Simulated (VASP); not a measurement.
# MoS2: structure and properties in VASP, part 3 of 4

Wanted: the relaxed cell of MoS2 and its properties. The start is a cell from a database of measured crystal structures.

VASP 6.6.1; r2SCAN with rVV10; plane waves and PAW (Mo_sv, S).

So far, gap on the k-mesh (eV): step 2 (full relaxation (r2SCAN + rVV10)) 1.15. The relaxed cell has a = 3.175, c = 18.483 Å (conventional setting).

**5. Bands along the symmetry lines (r2SCAN + rVV10)**

Levels along the symmetry lines show where the bands peak and cross; KPOINTS_OPT computes them in the converged potential.

Input file INCAR:

```
SYSTEM = MoS2
PREC = Accurate
ENCUT = 400
EDIFF = 1E-06
NELM = 100
ISMEAR = 0
SIGMA = 0.05
LREAL = .FALSE.
ALGO = Normal
METAGGA = R2SCAN
LUSE_VDW = .TRUE.
IVDW_NL = 2
BPARAM = 11.95
CPARAM = 0.0093
LASPH = .TRUE.
NBANDS = 26
LORBIT = 11
LWAVE = .FALSE.
LCHARG = .FALSE.
KPAR = 2
```

Input file POSCAR:

```
MoS2
1.0
    1.5873113715      2.7493039429      0.0000000000
   -1.5873113715      2.7493039429      0.0000000000
    0.0000000000     -1.8328692952      6.1609996611
Mo S
1 2
Direct
    0.0001049069      0.0001049069      0.0003147208
    0.2493318167      0.2493318167      0.7479954501
    0.4175632764      0.4175632764      0.2526898291
```

Input file KPOINTS:

```
Automatic mesh
0
Gamma
7 7 7
0 0 0
```

Input file KPOINTS_OPT:

```
Line mode
16
Line-mode
Reciprocal
  0.00000000   0.00000000   0.00000000 GAMMA
  0.00000000   0.50000000   0.00000000 L

  0.00000000   0.50000000   0.00000000 L
 -0.36283451   0.31858274   0.18141726 B1

 -0.31858274   0.31858274   0.50000000 B
  0.00000000   0.00000000   0.50000000 Z

  0.00000000   0.00000000   0.50000000 Z
  0.00000000   0.00000000   0.00000000 GAMMA

  0.00000000   0.00000000   0.00000000 GAMMA
 -0.34070863   0.34070863   0.00000000 X

 -0.34070863   0.31858274   0.34070863 Q
 -0.50000000   0.00000000   0.50000000 F

 -0.50000000   0.00000000   0.50000000 F
 -0.47787412   0.00000000   0.65929137 P1

 -0.47787412   0.00000000   0.65929137 P1
  0.00000000   0.00000000   0.50000000 Z

  0.00000000   0.50000000   0.00000000 L
  0.00000000   0.47787412   0.34070863 P
```

PAW data sets: Mo_sv and S (PBE family, release 64).

Run with:

```console
$ mpirun -np 2 vasp_std
```

What it wrote:

```text
[... set-up lines as in an earlier step ...]
 entering main loop
       N       E                     dE             d eps       ncg     rms          rms(c)
Total rVV10 correction in eV:      0.4640405    26.9334324
Total rVV10 correction in eV:      0.4640405    26.9334324
DAV:   1     0.120687182663E+03    0.12069E+03   -0.11418E+04  2328   0.794E+02
DAV:   2    -0.489462206591E+02   -0.16963E+03   -0.16358E+03  2812   0.241E+02
DAV:   3    -0.541871112598E+02   -0.52409E+01   -0.52068E+01  2824   0.401E+01
DAV:   4    -0.542277800864E+02   -0.40669E-01   -0.40655E-01  2796   0.393E+00
DAV:   5    -0.542282906154E+02   -0.51053E-03   -0.51050E-03  2820   0.428E-01    0.273E+01
Total rVV10 correction in eV:      0.4625809    26.9334320
Total rVV10 correction in eV:      0.4625809    26.9334320
DAV:   6    -0.447296000339E+02    0.94987E+01   -0.88593E+00  2368   0.197E+01    0.903E+00
Total rVV10 correction in eV:      0.4638437    26.9334320
Total rVV10 correction in eV:      0.4638437    26.9334320
DAV:   7    -0.445830220954E+02    0.14658E+00   -0.17932E+00  2342   0.689E+00    0.536E+00
Total rVV10 correction in eV:      0.4685354    26.9334320
Total rVV10 correction in eV:      0.4685354    26.9334320
DAV:   8    -0.445503995584E+02    0.32623E-01   -0.39249E-01  2744   0.309E+00    0.222E+00
Total rVV10 correction in eV:      0.4719530    26.9334320
Total rVV10 correction in eV:      0.4719530    26.9334320
DAV:   9    -0.445495585019E+02    0.84106E-03   -0.45242E-02  2546   0.116E+00    0.301E-01
Total rVV10 correction in eV:      0.4728090    26.9334320
Total rVV10 correction in eV:      0.4728090    26.9334320
DAV:  10    -0.445493156979E+02    0.24280E-03   -0.24968E-03  2550   0.331E-01    0.111E-01
Total rVV10 correction in eV:      0.4731473    26.9334320
Total rVV10 correction in eV:      0.4731473    26.9334320
DAV:  11    -0.445493700256E+02   -0.54328E-04   -0.31310E-04  2808   0.999E-02    0.608E-02
Total rVV10 correction in eV:      0.4732300    26.9334320
Total rVV10 correction in eV:      0.4732300    26.9334320
DAV:  12    -0.445493706768E+02   -0.65119E-06   -0.20957E-05  2678   0.286E-02    0.300E-02
Total rVV10 correction in eV:      0.4735571    26.9334320
Total rVV10 correction in eV:      0.4735571    26.9334320
DAV:  13    -0.445493824671E+02   -0.11790E-04   -0.22789E-05  2402   0.330E-02    0.119E-02
Total rVV10 correction in eV:      0.4735369    26.9334320
Total rVV10 correction in eV:      0.4735369    26.9334320
DAV:  14    -0.445493823243E+02    0.14277E-06   -0.84242E-07  1862   0.550E-03
Total rVV10 correction in eV:      0.4735622    26.9334320
Total rVV10 correction in eV:      0.4735622    26.9334320
Total rVV10 correction in eV:      0.4735605    26.9334320
Total rVV10 correction in eV:      0.4735605    26.9334320
   1 F= -.44549382E+02 E0= -.44549382E+02  d E =-.915109E-32
 Start KPOINTS_OPT (optional k-point list driver)
k-point batch [1-44\144]
       N       E                     dE             ncg
DAV:   1    -0.416014240238E+04   -0.33919E+05     2376
DAV:   2    -0.114651190471E+05   -0.73050E+04     2830
DAV:   3    -0.116787638873E+05   -0.21364E+03     2718
DAV:   4    -0.116805054440E+05   -0.17416E+01     2792
DAV:   5    -0.116805277174E+05   -0.22273E-01     2750
DAV:   6    -0.116805281155E+05   -0.39801E-03     2872
DAV:   7    -0.116805281240E+05   -0.85321E-05     2740
DAV:   8    -0.116805281242E+05   -0.17307E-06     2014
[...]
k-point batch [133-144\144]
       N       E                     dE             ncg
DAV:   1     0.205717706419E+05   -0.11955E+05      632
DAV:   2     0.185946460027E+05   -0.19771E+04      758
DAV:   3     0.185365140030E+05   -0.58132E+02      768
DAV:   4     0.185360721565E+05   -0.44185E+00      792
DAV:   5     0.185360669114E+05   -0.52451E-02      752
DAV:   6     0.185360668248E+05   -0.86602E-04      800
DAV:   7     0.185360668231E+05   -0.17360E-05      754
DAV:   8     0.185360668231E+05   -0.32218E-07      608
```

The job ended after 5.2 min (2 MPI ranks of AMD EPYC 7R43, shared host; peak memory 0.49 GiB; 9.5 min of CPU time).

OUTCAR, selected parts (step 5):

```text
   k-points           NKPTS =     44   k-points in BZ     NKDIM =     44   number of bands    NBANDS=     26

   NELECT =      26.0000    total number of electrons

 E-fermi :   7.7693

 k-point     1 :       0.0000    0.0000    0.0000
  band No.  band energies     occupation
    ...
      9       3.8417      2.00000
     10       4.9767      2.00000
     11       4.9767      2.00000
     12       6.0461      2.00000
     13       6.1957      2.00000
     14       9.5336      0.00000
     15       9.5336      0.00000
     16       9.9110      0.00000
     17       9.9110      0.00000
     18      13.3682      0.00000
    ...

  Total        0.0200927      0.0200927      0.0045341     -0.0000000      0.0000000     -0.0000000
  in kB        0.5986644      0.5986644      0.1350951     -0.0000000      0.0000000     -0.0000000
  external PRESSURE =       0.4441413 kB  Pullay stress =       0.0000000 kB

 POSITION                                       TOTAL-FORCE (eV/Angst)
 -----------------------------------------------------------------------------------
      0.00000     -0.00000      0.00194         0.000000     -0.000000     -0.009251
      0.00000      0.00000      4.60840         0.000000      0.000000      0.001408
      0.00000      1.83287      1.55682         0.000000      0.000000      0.007844
 -----------------------------------------------------------------------------------
    total drift:                                0.000000     -0.000003     -0.000174

  FREE ENERGIE OF THE ION-ELECTRON SYSTEM (eV)
  ---------------------------------------------------
  free  energy   TOTEN  =       -44.5493823243 eV

  energy  without entropy=      -44.5493823243  energy(sigma->0) =      -44.54938232

[... 9 parts as in an earlier step ...]

[... 7 further parts left out ...]
```

Spin-orbit coupling is off here; it would split degenerate levels. The cell is typed on its shortest vectors, so the axes of tensors and the coordinates of k-points follow the printed cell and not the standard setting.

This step gave:

- bands: 26
- Fermi energy: 7.769 eV
- pressure: 0.04441 GPa
- least gap on mesh and path: 1.007 eV
- least direct gap on mesh and path: 1.806 eV
- valence top at k: 0, 0, 0.5
- conduction bottom at k: -0.1817, 0.1817, 0
- least direct gap at k: -0.3386, 0.3307, 0.1693

The electronic bands at the labelled points (eV, zero at the valence-band top; v1 is the highest filled band, c1 the lowest empty one):

| point | v4 | v3 | v2 | v1 | c1 | c2 | c3 | c4 |
| --- | --- | --- | --- | --- | --- | --- | --- | --- |
| Γ | -2.41 | -2.41 | -1.34 | -1.19 | 2.14 | 2.14 | 2.52 | 2.52 |
| 0.53 of the way | -3.54 | -2.57 | -1.85 | -1.64 | 1.33 | 1.81 | 2.88 | 3.22 |
| L | -4.18 | -2.50 | -1.77 | -1.52 | 1.68 | 2.10 | 3.60 | 3.70 |
| 0.53 of the way | -3.95 | -3.41 | -2.75 | -1.10 | 1.40 | 2.43 | 2.76 | 4.24 |
| B1 | -4.56 | -3.93 | -2.98 | -0.80 | 1.06 | 2.43 | 3.13 | 4.43 |
| jump to B | -4.56 | -3.93 | -2.98 | -0.80 | 1.06 | 2.43 | 3.13 | 4.43 |
| 0.53 of the way | -4.01 | -2.89 | -2.04 | -1.47 | 1.56 | 1.95 | 2.25 | 3.57 |
| Z | -3.56 | -2.38 | -2.38 | 0.00 | 2.24 | 2.24 | 2.38 | 2.38 |
| 0.47 of the way | -2.82 | -2.40 | -2.40 | -0.26 | 2.19 | 2.19 | 2.45 | 2.45 |
| Γ | -2.41 | -2.41 | -1.34 | -1.19 | 2.14 | 2.14 | 2.52 | 2.52 |
| 0.47 of the way | -3.85 | -2.83 | -1.60 | -1.56 | 1.05 | 1.86 | 2.39 | 3.70 |
| X | -4.57 | -3.85 | -3.03 | -0.78 | 1.03 | 2.43 | 3.11 | 4.44 |
| jump to Q | -4.57 | -3.85 | -3.03 | -0.78 | 1.03 | 2.43 | 3.11 | 4.44 |
| 0.47 of the way | -4.20 | -3.48 | -2.90 | -1.05 | 1.53 | 2.56 | 3.11 | 3.86 |
| F | -4.10 | -3.08 | -1.96 | -1.35 | 1.63 | 2.23 | 3.22 | 4.05 |
| 0.47 of the way | -4.10 | -3.05 | -1.95 | -1.35 | 1.63 | 2.24 | 3.24 | 4.02 |
| P1 | -4.12 | -2.95 | -1.92 | -1.37 | 1.64 | 2.25 | 3.29 | 3.93 |
| 0.47 of the way | -3.43 | -2.69 | -2.53 | -1.46 | 1.69 | 2.15 | 2.31 | 3.38 |
| Z | -3.56 | -2.38 | -2.38 | 0.00 | 2.24 | 2.24 | 2.38 | 2.38 |
| jump to L | -4.18 | -2.50 | -1.77 | -1.52 | 1.68 | 2.10 | 3.60 | 3.70 |
| 0.47 of the way | -4.16 | -2.64 | -1.81 | -1.46 | 1.67 | 2.15 | 3.57 | 3.70 |
| P | -4.12 | -2.95 | -1.92 | -1.37 | 1.64 | 2.25 | 3.29 | 3.93 |

Of the projections kept (Mo, S), the largest for each band there, as a share of the weight inside these atoms' spheres; weight between the spheres isn't counted:

| point | v4 | v3 | v2 | v1 | c1 | c2 | c3 | c4 |
| --- | --- | --- | --- | --- | --- | --- | --- | --- |
| Γ | Mo 0.60 | Mo 0.60 | S 0.94 | Mo 0.85 | Mo 0.51 | Mo 0.51 | S 0.59 | S 0.59 |
| L | Mo 0.55 | S 0.73 | S 0.82 | Mo 0.73 | Mo 0.95 | Mo 0.92 | Mo 0.62 | Mo 0.65 |
| B1 | S 0.65 | S 0.79 | S 0.68 | Mo 0.84 | Mo 0.92 | Mo 0.79 | Mo 0.79 | Mo 0.71 |
| B | S 0.65 | S 0.79 | S 0.68 | Mo 0.84 | Mo 0.92 | Mo 0.79 | Mo 0.79 | Mo 0.71 |
| Z | Mo 0.69 | Mo 0.61 | Mo 0.61 | Mo 0.71 | Mo 0.50 | Mo 0.50 | S 0.58 | S 0.58 |
| Γ | Mo 0.60 | Mo 0.60 | S 0.94 | Mo 0.85 | Mo 0.51 | Mo 0.51 | S 0.59 | S 0.59 |

The path lowers the gap by 0.15 eV against the mesh alone, so a band edge lies off the mesh.

**6. Total and projected DOS (r2SCAN + rVV10)**

A density of states needs more k-points than a total energy, and tetrahedra (ISMEAR = -5) or a smearing that fits the mesh; LORBIT projects the states on the PAW spheres. The mesh is finer than in the run before.

Edit INCAR of step 5 so:

```diff
@@ -5,3 +5,3 @@
 NELM = 100
-ISMEAR = 0
+ISMEAR = -5
 SIGMA = 0.05
@@ -20 +20,2 @@
 KPAR = 2
+NEDOS = 2001
```

POSCAR is that of step 5.

Input file KPOINTS:

```
Automatic mesh
0
Gamma
10 10 10
0 0 0
```

Run with:

```console
$ mpirun -np 2 vasp_std
```

What it wrote:

```text
[... set-up lines as in an earlier step ...]
 entering main loop
       N       E                     dE             d eps       ncg     rms          rms(c)
Total rVV10 correction in eV:      0.4640405    26.9334324
Total rVV10 correction in eV:      0.4640405    26.9334324
DAV:   1     0.120900167908E+03    0.12090E+03   -0.11520E+04  6144   0.794E+02
DAV:   2    -0.487995237288E+02   -0.16970E+03   -0.16386E+03  7382   0.241E+02
DAV:   3    -0.541841498933E+02   -0.53846E+01   -0.53466E+01  7436   0.405E+01
DAV:   4    -0.542269101365E+02   -0.42760E-01   -0.42743E-01  7314   0.399E+00
DAV:   5    -0.542274405776E+02   -0.53044E-03   -0.53041E-03  7412   0.435E-01    0.273E+01
Total rVV10 correction in eV:      0.4625841    26.9334320
Total rVV10 correction in eV:      0.4625841    26.9334320
DAV:   6    -0.447296587082E+02    0.94978E+01   -0.88691E+00  6288   0.197E+01    0.904E+00
Total rVV10 correction in eV:      0.4638457    26.9334320
Total rVV10 correction in eV:      0.4638457    26.9334320
DAV:   7    -0.445826468605E+02    0.14701E+00   -0.18036E+00  6222   0.691E+00    0.536E+00
Total rVV10 correction in eV:      0.4685317    26.9334320
Total rVV10 correction in eV:      0.4685317    26.9334320
DAV:   8    -0.445498526260E+02    0.32794E-01   -0.39442E-01  7092   0.310E+00    0.222E+00
Total rVV10 correction in eV:      0.4719521    26.9334320
Total rVV10 correction in eV:      0.4719521    26.9334320
DAV:   9    -0.445490286101E+02    0.82402E-03   -0.45381E-02  6808   0.116E+00    0.302E-01
Total rVV10 correction in eV:      0.4728081    26.9334320
Total rVV10 correction in eV:      0.4728081    26.9334320
DAV:  10    -0.445487848987E+02    0.24371E-03   -0.25097E-03  6754   0.332E-01    0.112E-01
Total rVV10 correction in eV:      0.4731483    26.9334320
Total rVV10 correction in eV:      0.4731483    26.9334320
DAV:  11    -0.445488393491E+02   -0.54450E-04   -0.31652E-04  7526   0.100E-01    0.608E-02
Total rVV10 correction in eV:      0.4732301    26.9334320
Total rVV10 correction in eV:      0.4732301    26.9334320
DAV:  12    -0.445488398502E+02   -0.50114E-06   -0.20993E-05  6946   0.286E-02    0.300E-02
Total rVV10 correction in eV:      0.4735590    26.9334320
Total rVV10 correction in eV:      0.4735590    26.9334320
DAV:  13    -0.445488517407E+02   -0.11890E-04   -0.23043E-05  6380   0.332E-02    0.119E-02
Total rVV10 correction in eV:      0.4735384    26.9334320
Total rVV10 correction in eV:      0.4735384    26.9334320
DAV:  14    -0.445488515885E+02    0.15221E-06   -0.85540E-07  4984   0.556E-03
Total rVV10 correction in eV:      0.4735634    26.9334320
Total rVV10 correction in eV:      0.4735634    26.9334320
Total rVV10 correction in eV:      0.4735617    26.9334320
Total rVV10 correction in eV:      0.4735617    26.9334320
   1 F= -.44548852E+02 E0= -.44548852E+02  d E =0.000000E+00
```

Wall time 5.3 min (2 MPI ranks); peak memory 0.61 GiB.

From OUTCAR (step 6):

```text
   k-points           NKPTS =    116   k-points in BZ     NKDIM =    116   number of bands    NBANDS=     26

   NELECT =      26.0000    total number of electrons

 E-fermi :   7.4138

 k-point     1 :       0.0000    0.0000    0.0000
  band No.  band energies     occupation
    ...
      9       3.8422      2.00000
     10       4.9767      2.00000
     11       4.9767      2.00000
     12       6.0461      2.00000
     13       6.1958      2.00000
     14       9.5337      0.00000
     15       9.5337      0.00000
     16       9.9112      0.00000
     17       9.9112      0.00000
     18      13.3682      0.00000
    ...

  Total        0.0198140      0.0198140      0.0087919      0.0000000      0.0000000      0.0000000
  in kB        0.5903600      0.5903600      0.2619552      0.0000000      0.0000000      0.0000000
  external PRESSURE =       0.4808917 kB  Pullay stress =       0.0000000 kB

 POSITION                                       TOTAL-FORCE (eV/Angst)
 -----------------------------------------------------------------------------------
      0.00000     -0.00000      0.00194         0.000000     -0.000000     -0.009414
      0.00000      0.00000      4.60840         0.000000      0.000000      0.001213
      0.00000      1.83287      1.55682         0.000000      0.000000      0.008201
 -----------------------------------------------------------------------------------
    total drift:                               -0.000000     -0.000003     -0.000182

  FREE ENERGIE OF THE ION-ELECTRON SYSTEM (eV)
  ---------------------------------------------------
  free  energy   TOTEN  =       -44.5488515885 eV

  energy  without entropy=      -44.5488515885  energy(sigma->0) =      -44.54885159

[... 7 parts as in an earlier step ...]

[... 9 further parts left out ...]
```

Numbers from this step:

```
irreducible k-points           : 116
Fermi energy                   : 7.414 eV
pressure                       : 0.04809 GPa
conduction bottom at k         : -0.2, 0.2, 0
least direct gap at k          : -0.3, 0.3, 0
gap on the k-mesh              : 1.040 eV
least direct gap on the k-mesh : 2.045 eV
```

The density of states has structure finer than the step of the table below, so its rows give means over 0.5 eV, whole bins alone (the curve runs from -12.0 to 8.92 eV). Peaks (eV: height): total -6.38: 4.90, -1.58: 4.89, 1.62: 5.96, 2.25: 5.14; Mo d -4.07: 1.46, -1.58: 2.55, 1.62: 4.13, 2.25: 2.83; S p -6.38: 1.55, -4.87: 1.49, -4.07: 1.66, -2.82: 1.56; S s -4.78: 0.176, 1.98: 0.0634, 3.85: 0.0625, 8.03: 0.103; Mo p -4.87: 0.0963, -2.82: 0.0952, -2.20: 0.0913, 8.21: 0.108.

States under -12.0 eV and over 8.9 eV are left out. Density of states against energy, zero at the valence-band top; means over each step; values in states/eV/cell:

| energy (eV) | total | Mo d | S p | S s | Mo p | Mo s |
| --- | --- | --- | --- | --- | --- | --- |
| -7.5 | 2.5e-4 | 3.2e-5 | 6.8e-5 | 6.0e-6 | 0 | 2.2e-5 |
| -7.0 | 0.274 | 0.0357 | 0.0833 | 0.00412 | 0.00264 | 0.0206 |
| -6.5 | 2.52 | 0.480 | 0.790 | 0.0209 | 0.0329 | 0.109 |
| -6.0 | 2.54 | 0.535 | 0.825 | 0.0287 | 0.0386 | 0.0641 |
| -5.5 | 1.07 | 0.216 | 0.375 | 0.0175 | 0.0178 | 0.0121 |
| -5.0 | 2.77 | 0.547 | 0.905 | 0.0985 | 0.0536 | 0.0916 |
| -4.5 | 2.30 | 0.520 | 0.760 | 0.0738 | 0.0366 | 0.0748 |
| -4.0 | 3.33 | 1.02 | 1.17 | 0.0307 | 0.0450 | 0.0163 |
| -3.5 | 1.74 | 0.530 | 0.600 | 0.0122 | 0.0318 | 0.00989 |
| -3.0 | 2.70 | 0.711 | 1.02 | 0.0265 | 0.0587 | 0.0105 |
| -2.5 | 2.87 | 0.495 | 1.26 | 0.0394 | 0.0821 | 0.00840 |
| -2.0 | 1.60 | 0.215 | 0.745 | 0.0183 | 0.0523 | 0.00160 |
| -1.5 | 2.84 | 1.41 | 0.547 | 0.0270 | 0.0469 | 0.0156 |
| -1.0 | 1.21 | 0.656 | 0.228 | 0.0108 | 0.0105 | 0.00831 |
| -0.5 | 0.199 | 0.0995 | 0.0461 | 0.00463 | 7.5e-4 | 0.00362 |
| 0.0 | 0.0238 | 0.0127 | 0.00519 | 6.2e-4 | 1.2e-5 | 5.6e-4 |
| 0.5 | 0 | 0 | 0 | 0 | 0 | 0 |
| 1.0 | 0.355 | 0.219 | 0.0422 | 0.00404 | 0.00162 | 0.00426 |
| 1.5 | 3.20 | 2.06 | 0.432 | 0.0247 | 0.0169 | 0.0201 |
| 2.0 | 3.80 | 2.20 | 0.709 | 0.0435 | 0.0209 | 0.0253 |
| 2.5 | 2.88 | 1.52 | 0.563 | 0.0453 | 0.0186 | 0.00868 |
| 3.0 | 2.11 | 1.04 | 0.438 | 0.0388 | 0.0120 | 0.00316 |
| 3.5 | 1.43 | 0.656 | 0.386 | 0.0231 | 0.00283 | 0.00145 |
| 4.0 | 1.90 | 0.940 | 0.457 | 0.0571 | 0.00295 | 0.00356 |
| 4.5 | 0.323 | 0.181 | 0.0634 | 0.0162 | 4.5e-4 | 7.8e-4 |
| 5.0 | 0 | 0 | 0 | 0 | 0 | 0 |
| 5.5 | 0.0212 | 0.00205 | 8.8e-4 | 1.6e-4 | 5.9e-4 | 0.00422 |
| 6.0 | 0.373 | 0.0352 | 0.0168 | 0.00543 | 0.0126 | 0.0673 |
| 6.5 | 0.932 | 0.0834 | 0.0479 | 0.0225 | 0.0447 | 0.128 |
| 7.0 | 0.874 | 0.0744 | 0.0572 | 0.0263 | 0.0381 | 0.116 |
| 7.5 | 0.950 | 0.0647 | 0.0634 | 0.0395 | 0.0318 | 0.101 |
| 8.0 | 2.20 | 0.131 | 0.140 | 0.0884 | 0.0811 | 0.196 |
| 8.5 | 1.90 | 0.117 | 0.118 | 0.0588 | 0.0813 | 0.0994 |

The gap on this mesh is 1.04 eV. In the top eV of the valence band the largest shares in the PAW spheres are Mo d 53 % and S p 20 %; in the lowest eV of the conduction band, Mo d 62 % and S p 15 %. The rest lies in smaller channels or between the spheres.

(Part 3 of 4 ends here.)

[Lines on the potential files, build, host, timing and source positions are cut from VASP's logs without a mark.]

[Logs are printed without paths, hosts, clocks, repeated set-up lines and the standing remarks that a program may print on its own settings, such as how far it seeks lower states.]

[Hosts, paths, dates, database ids (printed as entryN), source tags and the programs' standing remarks are cut or masked in the printed files.]

[A measured line is paired with the nearest computed mode of its activity, which favours agreement.]

[In band tables of VASP the shares of atoms and orbitals are scaled to a sum of 1 inside the atoms' spheres.]
